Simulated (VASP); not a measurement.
All values below come from PBEsol GGA, VASP's PBE PAW potentials (set 64) (plane waves; VASP).

The input files of a VASP run:

### KPOINTS
```
Automatic
0
gamma
 7 7 4
```

INCAR:
```
SYSTEM = SiGe
PREC = Accurate
ENCUT = 500
EDIFF = 1E-6
NELM = 100
ALGO = Normal
LREAL = .FALSE.
LASPH = .TRUE.
ISMEAR = 0
SIGMA = 0.05
GGA = PS
LMAXMIX = 4
LWAVE = .FALSE.
LCHARG = .FALSE.
IBRION = 2
ISIF = 3
NSW = 40
EDIFFG = -0.02
```

**POSCAR**
```
SiGe
1
    3.8986145571     0.0000000000     0.0000000000
   -1.9493072785     3.3762992362     0.0000000000
    0.0000000000    -0.0000000000     6.4315434947
Si Ge
2 2
Direct
  0.3333330000   0.6666670000   0.0003342903
  0.6666670000   0.3333330000   0.5003342903
  0.3333330000   0.6666670000   0.3746657097
  0.6666670000   0.3333330000   0.8746657097
```

POTCAR, in this order: Si Ge_d (PBE.64 set). Program: vasp_std.

Task: What will the output report for the number of irreducible k-points (NKPTS), largest plane-wave count, number of space-group operations, FFT grid (NGX, NGY, NGZ)?

Result: 
number of irreducible k-points (NKPTS): 24
largest plane-wave count: 2172
number of space-group operations: 12
FFT grid (NGX, NGY, NGZ): 28 × 28 × 48

The structure was generated: SiGe was put into the wurtzite type (P6_3mc), which need not be its known phase. This run relaxes it. Symmetry was kept, so distortions that lower it aren't found.
